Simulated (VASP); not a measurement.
An input for Quantum ESPRESSO's pw.x (written as the equivalent of a VASP run, and not itself run):

```
&CONTROL
  calculation = 'vc-relax'
  pseudo_dir = './pseudo'
  outdir = './out'
  tprnfor = .true.
  tstress = .true.
  nstep = 60
  forc_conv_thr = 0.00078
/
&SYSTEM
  ibrav = 0
  nat = 4
  ntyp = 2
  ecutwfc = 84
  occupations = 'smearing'
  smearing = 'gaussian'
  degauss = 0.003675
  input_dft = 'pbesol'
/
&ELECTRONS
  conv_thr = 7.3e-08
  electron_maxstep = 100
/
&IONS
/
&CELL
/
ATOMIC_SPECIES
  Ga 69.723 Ga.upf
  N 14.007 N.upf
CELL_PARAMETERS angstrom
     2.9729979    0.0000000    0.0000000
    -1.4864989    2.5746922   -0.0000000
     0.0000000    0.0000000    5.0372585
ATOMIC_POSITIONS crystal
  Ga   1.0000000  0.0000000  0.0000000
  Ga   1.0000000  0.0000000  0.5000000
  N    0.3333330  0.6666670  0.2500000
  N    0.6666670  0.3333330  0.7500000
K_POINTS automatic
  8 8 4 0 0 0
```

Task: Translate this input to VASP (INCAR, KPOINTS, POSCAR, choice of POTCAR).

Result: Several could match; the one computed here: 
File POSCAR:
```
GaN
1
    2.9729978530     0.0000000000     0.0000000000
   -1.4864989265     2.5746921592    -0.0000000000
    0.0000000000     0.0000000000     5.0372584951
Ga N
2 2
Direct
  1.0000000000   0.0000000000   0.0000000000
  1.0000000000   0.0000000000   0.5000000000
  0.3333330000   0.6666670000   0.2500000000
  0.6666670000   0.3333330000   0.7500000000
```

File KPOINTS:
```
Automatic mesh
0
Gamma
8 8 4
0 0 0
```

**INCAR**
```
SYSTEM = GaN
PREC = Accurate; ENCUT = 520; LREAL = .FALSE.
LASPH = .TRUE.
EDIFF = 1E-6; NELM = 100; ALGO = Normal
LMAXMIX = 4
ISMEAR = 0; SIGMA = 0.05
GGA = PS
IBRION = 2; NSW = 60; ISIF = 3
EDIFFG = -0.02
LWAVE = .FALSE.; LCHARG = .FALSE.
```

POTCAR, in this order: Ga_d N (PBE.64 set). Program: vasp_std.

Limits of the translation: the potentials are each code's own (VASP's PAW set, PseudoDojo norm-conserving files in pw.x), so ENCUT and ecutwfc are chosen apart and not converted; conv_thr bounds pw.x's estimated SCF error, while EDIFF bounds the energy change between steps; forc_conv_thr acts on force components and is met together with etot_conv_thr.

The structure was generated: GaN was put into the NiAs type type (P6_3/mmc), which need not be its known phase. This run relaxes it. Symmetry was kept, so distortions that lower it aren't found. The start is the result of an earlier pass.
